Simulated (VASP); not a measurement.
```yaml
crystal:
  lattice:
    - [2.76714, 0.00000, 0.00000]
    - [0.00000, 2.76714, 0.00000]
    - [0.00000, 0.00000, 3.98774]
  atoms:
    - { symbol: Ti, position: [0.50000, 0.50000, 0.50000] }
    - { symbol: Al, position: [0.00000, 0.00000, 0.00000] }
```

Calculation: LDA (Ceperley-Alder, Perdew-Zunger) with spin-orbit coupling, VASP's LDA PAW potentials (set 64) (plane waves; VASP). Run with 400 eV cut-off, 12×12×8 Γ-centred mesh, Gaussian smearing of 0.050 eV, potentials Ti_sv Al.

### Question
Give the energies of bands 9 to 21 at the high-symmetry points, in eV from the Fermi level.

### Answer

```csv
band,Γ,X,M,Z,R,A
9,-9.21,-4.63,-3.35,-7.66,-5.04,-2.70
10,-9.21,-4.63,-3.35,-7.66,-5.04,-2.70
11,-1.96,-4.51,-0.46,-5.29,-2.93,-2.37
12,-1.96,-4.51,-0.46,-5.29,-2.93,-2.37
13,-0.91,-1.80,-0.35,-0.72,-1.17,-2.37
14,-0.91,-1.80,-0.35,-0.72,-1.17,-2.37
15,-0.20,-0.27,-0.34,0.64,-0.98,2.09
16,-0.20,-0.27,-0.34,0.64,-0.98,2.09
17,2.29,1.79,-0.27,1.91,1.44,2.27
18,2.29,1.79,-0.27,1.91,1.44,2.27
19,2.31,2.69,-0.26,1.93,1.84,2.84
20,2.31,2.69,-0.26,1.93,1.84,2.84
21,3.50,4.69,4.58,3.51,2.44,4.48
```

It has no gap at this level: it comes out as a metal or semimetal.

The structure comes from a computed database's TiAl entry (P4/mmm); how it stands against other phases isn't given here. It was relaxed first.
